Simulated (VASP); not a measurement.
# Bi2SbBrO4 (P4/mmm) in VASP: single point with r2SCAN

Aim: the single point of Bi2SbBrO4 with r2SCAN.

Program: VASP 6.6.1. These are calculated values, not measurements. Logs are shortened: lines on timing, memory, paths and dates and some standing lists are left out, and cuts for length are marked.

## (1) The structure

Symmetry: P4/mmm, No. 123, tetragonal system. The conventional cell has a = 3.951 Å, b = 3.951 Å, c = 9.262 Å, α = 90.00°, β = 90.00°, γ = 90.00°. Bi (site symmetry 4mm) has 4 O at 2.25 Å as nearest neighbours. Sb (site symmetry 4/mmm) is surrounded by 8 O at 2.47 Å. Br (site symmetry 4/mmm) has 8 Bi at 3.48 Å and 8 O at 3.72 Å and 4 Br at 3.95 Å as nearest neighbours. Around O (site symmetry 2mm) lie 2 Bi at 2.25 Å and 2 Sb at 2.47 Å.

The cell was built by a generator and needn't be a form met in nature.

## (2) Single point, r2SCAN

POSCAR

```
Bi2SbBrO4
1.0
    3.9508840000      0.0000000000      0.0000000000
    0.0000000000      3.9508840000      0.0000000000
    0.0000000000      0.0000000000      9.2623770000
Bi Sb Br O
2 1 1 4
Direct
    0.5000000000      0.5000000000      0.7234000000
    0.5000000000      0.5000000000      0.2766000000
    0.0000000000      0.0000000000      0.0000000000
    0.0000000000      0.0000000000      0.5000000000
    0.5000000000      0.0000000000      0.8400000000
    0.0000000000      0.5000000000      0.8400000000
    0.5000000000      0.0000000000      0.1600000000
    0.0000000000      0.5000000000      0.1600000000
```

INCAR.step1

```
  ALGO = Normal
  EDIFF = 1E-4
  ENCUT = 520
  GGA = PE
  ISMEAR = -1
  LASPH = T
  LCHARG = F
  LREAL = F
  LWAVE = T
  NBANDS = 43
  NELM = 60
  PREC = Accurate
  SIGMA = 0.1
```

INCAR.step2

```
  ALGO = Normal
  EDIFF = 1E-7
  ENCUT = 520
  ISIF = 2
  ISMEAR = -1
  ISTART = 1
  LASPH = T
  LCHARG = F
  LMIXTAU = T
  LREAL = F
  LWAVE = F
  METAGGA = R2SCAN
  NBANDS = 43
  NELM = 60
  PREC = Accurate
  SIGMA = 0.1
```

KPOINTS

```
k-points
0
Gamma
  7 7 3
```

Potentials or basis: VASP PAW PBE potentials, release 64 (Bi_d, Sb, Br, O).

Launch:

```bash
$ cat potpaw_PBE.64/Bi_d/POTCAR potpaw_PBE.64/Sb/POTCAR potpaw_PBE.64/Br/POTCAR potpaw_PBE.64/O/POTCAR > POTCAR
$ cp INCAR.step1 INCAR
$ mpirun -np 1 vasp_std > vasp.out
$ cp INCAR.step2 INCAR
$ mpirun -np 1 vasp_std > vasp.out
```

OUTCAR:

```text
EDIFF = 1E-7
   ENCUT = 520
   ISIF = 2
   ISMEAR = -1
   ISTART = 1
   LASPH = T
   LREAL = F
   METAGGA = R2SCAN
   NELM = 60
   PREC = Accurate

 ion  position               nearest neighbor table
   1  0.500  0.500  0.723-   5 2.25   6 2.25   5 2.25   6 2.25   3 3.79   3 3.79   3 3.79   3 3.79

   2  0.500  0.500  0.277-   7 2.25   8 2.25   7 2.25   8 2.25   3 3.79   3 3.79   3 3.79   3 3.79

   3  0.000  0.000  0.000-   5 2.47   6 2.47   7 2.47   8 2.47   6 2.47   8 2.47   5 2.47   7 2.47
                             1 3.79   2 3.79   1 3.79   2 3.79   1 3.79   2 3.79   1 3.79   2 3.79
   4  0.000  0.000  0.500-
   5  0.500  0.000  0.840-   1 2.25   1 2.25   3 2.47   3 2.47
   6  0.000  0.500  0.840-   1 2.25   1 2.25   3 2.47   3 2.47
   7  0.500  0.000  0.160-   2 2.25   2 2.25   3 2.47   3 2.47
   8  0.000  0.500  0.160-   2 2.25   2 2.25   3 2.47   3 2.47

  LATTYP: Found a simple tetragonal cell.
 ALAT       =     3.9508840000
 C/A-ratio  =     2.3443809031

  Lattice vectors:

 A1 = (   3.9508840000,   0.0000000000,   0.0000000000)
 A2 = (   0.0000000000,   3.9508840000,   0.0000000000)
 A3 = (   0.0000000000,   0.0000000000,   9.2623770000)

Analysis of symmetry for initial positions (statically):
=====================================================================
 Subroutine PRICEL returns:
 Original cell was already a primitive cell.

 Routine SETGRP: Setting up the symmetry group for a
 simple tetragonal supercell.

 Subroutine GETGRP returns: Found 16 space group operations
 (whereof 16 operations were pure point group operations)
 out of a pool of 16 trial point group operations.

The static configuration has the point symmetry D_4h.

Analysis of symmetry for dynamics (positions and initial velocities):
=====================================================================
 Subroutine PRICEL returns:
 Original cell was already a primitive cell.

 Routine SETGRP: Setting up the symmetry group for a
 simple tetragonal supercell.

 Subroutine GETGRP returns: Found 16 space group operations
 (whereof 16 operations were pure point group operations)
 out of a pool of 16 trial point group operations.

The dynamic configuration has the point symmetry D_4h.

 Subroutine INISYM returns: Found 16 space group operations
 (whereof 16 operations are pure point group operations),
 and found     1 'primitive' translations

----------------------------------------------------------------------------------------

                                     Primitive cell

  volume of cell :     144.5809

  direct lattice vectors                    reciprocal lattice vectors
     3.950884000  0.000000000  0.000000000     0.253107912  0.000000000  0.000000000
     0.000000000  3.950884000  0.000000000     0.000000000  0.253107912  0.000000000
     0.000000000  0.000000000  9.262377000     0.000000000  0.000000000  0.107963647

  length of vectors
     3.950884000  3.950884000  9.262377000     0.253107912  0.253107912  0.107963647

  position of ions in fractional coordinates (direct lattice)
     0.500000000  0.500000000  0.723400000
     0.500000000  0.500000000  0.276600000
     0.000000000  0.000000000  0.000000000
     0.000000000  0.000000000  0.500000000
     0.500000000  0.000000000  0.840000000
     0.000000000  0.500000000  0.840000000
     0.500000000  0.000000000  0.160000000
     0.000000000  0.500000000  0.160000000

  ion indices of the primitive-cell ions
   primitive index   ion index
                 1           1
                 2           2
                 3           3
                 4           4
                 5           5
                 6           6
                 7           7
                 8           8

----------------------------------------------------------------------------------------

 KPOINTS: k-points

Automatic generation of k-mesh.
 Grid dimensions read from file:
 generate k-points for:    7    7    3

 Generating k-lattice:

  Cartesian coordinates                     Fractional coordinates (reciprocal lattice)
     0.036158273  0.000000000  0.000000000     0.142857143  0.000000000  0.000000000
     0.000000000  0.036158273  0.000000000     0.000000000  0.142857143  0.000000000
     0.000000000  0.000000000  0.035987882     0.000000000  0.000000000  0.333333333

  Length of vectors
     0.036158273  0.036158273  0.035987882

  Shift w.r.t. Gamma in fractional coordinates (k-lattice)
     0.000000000  0.000000000  0.000000000

 Subroutine IBZKPT returns following result:
 ===========================================

 Found     20 irreducible k-points:

 Following reciprocal coordinates:
            Coordinates               Weight
  0.000000  0.000000  0.000000      1.000000
  0.142857  0.000000  0.000000      4.000000
  0.285714  0.000000  0.000000      4.000000
  0.428571  0.000000  0.000000      4.000000
  0.142857  0.142857  0.000000      4.000000
  0.285714  0.142857  0.000000      8.000000
[... 12 lines left out ...]
  0.428571  0.285714  0.333333     16.000000
  0.428571  0.428571  0.333333      8.000000
   k-points           NKPTS =     20   k-points in BZ     NKDIM =     20   number of bands    NBANDS=     43
   number of dos      NEDOS =    301   number of ions     NIONS =      8
   total plane-waves  NPLWV =  63000
   dimension x,y,z NGX =    30 NGY =   30 NGZ =   70
   dimension x,y,z NGXF=    60 NGYF=   60 NGZF=  140
   ions per type =               2   1   1   4
   NGX,Y,Z   is equivalent  to a cutoff of  12.62, 12.62, 12.56 a.u.
   NGXF,Y,Z  is equivalent  to a cutoff of  25.25, 25.25, 25.13 a.u.
 SYSTEM =  unknown system
   PREC   = accura    normal or accurate (medium, high low for compatibility)
   ISTART =      1    job   : 0-new  1-cont  2-samecut
   ICHARG =      0    charge: 1-file 2-atom 10-const
   ISPIN  =      1    spin polarized calculation?
   LNONCOLLINEAR =      F non collinear calculations
   LSORBIT =      F    spin-orbit coupling
   LASPH  =      T    aspherical Exc in radial PAW
   ENCUT  =  520.0 eV  38.22 Ry    6.18 a.u.   7.35  7.35 17.22*2*pi/ulx,y,z
   NELM   =     60;   NELMIN=  2; NELMDL=  0     # of ELM steps
   EDIFF  = 0.1E-06   stopping-criterion for ELM
   LREAL  =      F    real-space projection
   EDIFFG = 0.1E-05   stopping-criterion for IOM
   NSW    =      0    number of steps for IOM
   IBRION =     -1    ionic relax: 0-MD 1-quasi-New 2-CG
   NFREE  =      0    steps in history (QN), initial steepest desc. (CG)
   ISIF   =      2    stress and relaxation
   ISYM   =      2    0-nonsym 1-usesym 2-fastsym
   POTIM  = 0.5000    time-step for ionic-motion
   TEBEG  =    0.0;   TEEND  =   0.0 temperature during run
   PSTRESS=    0.0 pullay stress
   NELECT =      66.0000    total number of electrons
   NUPDOWN=      -1.0000    fix difference up-down
   EMIN   =  10.00;   EMAX   =-10.00  energy-range for DOS
   EFERMI =   0.00;   METHOD = LEGACY
   ISMEAR =    -1;   SIGMA  =   0.10  broadening in eV -4-tet -1-fermi 0-gaus
   EFERMI_NEDOS =   21; number of points for ismear=-14 and -15
   IALGO  =     38    algorithm
   IMIX   =      4    mixing-type and parameters
     AMIX     =   0.40;   BMIX     =  1.00
     AMIX_MAG =   1.60;   BMIX_MAG =  1.00
  volume/ion in A,a.u.               =      18.07       121.96
  Fermi-wavevector in a.u.,A,eV,Ry     =   1.260528  2.382052 21.618714  1.588931
  Thomas-Fermi vector in A             =   2.394033
   LORBIT       =      0    0 simple, 1 ext, 2 COOP (PROOUT), +10 PAW based schemes
   METAGGA = R2SCAN    functional components
   LHFCALC =     F    Hartree Fock is set to
   AEXX    =    0.0000 exact exchange contribution
   IVDW    =     0    specifies the selected vdW correction
   LEPSILON=     F    determine dielectric tensor
   LRPA    =     F    only Hartree local field effects (RPA)
 non-spin polarized calculation
  energy-cutoff  :      520.00
  volume of cell :      144.58
 maximum number of plane-waves:      3931
 NGX is ok and might be reduce to    30
   NGX = 15   NGY = 15   NGZ = 35

 number of electron      66.0000001 magnetization

 Free energy of the ion-electron system (eV)
  ---------------------------------------------------
  ext. energy  EPLUGINS =         0.00000000
  ---------------------------------------------------
  free energy    TOTEN  =      -189.42230683 eV

  energy without entropy =     -189.42130024  energy(sigma->0) =     -189.42180354

 E-fermi :   5.9939     XC(G=0): -10.6990

 val. band max:        5.3813197324   @ k =   0.4286   0.0000   0.3333
 cond. band min:       6.2944331533   @ k =   0.0000   0.0000   0.0000
 fundamental gap:      0.9131134209
 Fermi energy:         5.9939026681

 k-point     1 :       0.0000    0.0000    0.0000
  band No.  band energies     occupation
      1     -18.1862      2.00000
      2     -18.1838      2.00000
      3     -18.0130      2.00000
      4     -18.0010      2.00000
      5     -17.9915      2.00000
      6     -17.9915      2.00000
[... 35 lines left out ...]
     42      12.2096      0.00000
     43      12.2096      0.00000

 k-point     2 :       0.1429    0.0000    0.0000
  band No.  band energies     occupation
      1     -18.1737      2.00000
      2     -18.1709      2.00000
      3     -18.0236      2.00000
      4     -18.0154      2.00000
      5     -17.9912      2.00000
      6     -17.9910      2.00000
[... 35 lines left out ...]
     42      11.9701      0.00000
     43      12.6278      0.00000

 k-point     3 :       0.2857    0.0000    0.0000
  band No.  band energies     occupation
      1     -18.1469      2.00000
      2     -18.1425      2.00000
      3     -18.0560      2.00000
      4     -18.0485      2.00000
      5     -17.9900      2.00000
      6     -17.9867      2.00000
[... 735 lines left out ...]
      6     -17.9673      2.00000
[... 35 lines left out ...]
     42      11.4930      0.00000
     43      12.9832      0.00000

 k-point    20 :       0.4286    0.4286    0.3333
  band No.  band energies     occupation
      1     -18.1103      2.00000
      2     -18.1059      2.00000
      3     -18.1058      2.00000
      4     -18.1012      2.00000
      5     -17.9689      2.00000
      6     -17.9572      2.00000
[... 35 lines left out ...]
     42      11.8254      0.00000
     43      12.4298      0.00000

------------------------ aborting loop because EDIFF is reached ----------------------------------------

  FORCE on cell =-STRESS in cart. coord.  units (eV):
  Direction    XX          YY          ZZ          XY          YZ          ZX
  --------------------------------------------------------------------------------------
  -------------------------------------------------------------------------------------
  Total       -2.4845730     -2.4845730     -2.3389373      0.0000000     -0.0000000      0.0000000
  in kB      -27.5328600    -27.5328600    -25.9189941      0.0000000     -0.0000000      0.0000000
  external PRESSURE =     -26.9949047 kB  Pullay stress =       0.0000000 kB

 VOLUME and BASIS-vectors are now :
 -----------------------------------------------------------------------------
  energy-cutoff  :      520.00
  volume of cell :      144.58
      direct lattice vectors                 reciprocal lattice vectors
     3.950884000  0.000000000  0.000000000     0.253107912  0.000000000  0.000000000
     0.000000000  3.950884000  0.000000000     0.000000000  0.253107912  0.000000000
     0.000000000  0.000000000  9.262377000     0.000000000  0.000000000  0.107963647

 POSITION                                       TOTAL-FORCE (eV/Angst)
 -----------------------------------------------------------------------------------
      1.97544      1.97544      6.70040         0.000000     -0.000000      0.214227
      1.97544      1.97544      2.56197        -0.000000      0.000000     -0.214227
      0.00000      0.00000      0.00000         0.000000      0.000000     -0.000000
      0.00000      0.00000      4.63119         0.000000      0.000000     -0.000000
      1.97544      0.00000      7.78040         0.000000      0.000000      0.331340
      0.00000      1.97544      7.78040        -0.000000     -0.000000      0.331340
      1.97544      0.00000      1.48198         0.000000     -0.000000     -0.331340
      0.00000      1.97544      1.48198         0.000000      0.000000     -0.331340
 -----------------------------------------------------------------------------------
    total drift:                                0.000000      0.000000      0.000000

  FREE ENERGIE OF THE ION-ELECTRON SYSTEM (eV)
  ---------------------------------------------------
  free  energy   TOTEN  =      -189.4223068299 eV

  energy  without entropy=     -189.4213002443  energy(sigma->0) =     -189.42180354
```

It took 7.6 min on 1 thread of Intel Xeon Platinum 8375C at 2.90GHz (Ice Lake), shared host; peak memory 0.33 GiB.

What came out:

```
Free energy            : -189.4223 eV
Pressure               : -2.7 GPa
Largest force          : 0.331 eV/Å
Band gap on the k mesh : 0.91 eV, indirect (least direct gap 1.65 eV)
```

Forces on the atoms (eV/Å):
```
Bi   0.000  0.000  0.214
Bi   0.000  0.000 -0.214
Sb   0.000  0.000  0.000
Br   0.000  0.000  0.000
O    0.000  0.000  0.331
O    0.000  0.000  0.331
O    0.000  0.000 -0.331
O    0.000  0.000 -0.331
```

Caveat: the PAW data sets were made with another functional, which shifts forces and pressure a little; spin-orbit coupling is left out, which as a rule narrows the gap of such compounds by several tenths of an eV; an odd mesh through Γ misses points on the zone boundary, where band edges often lie.
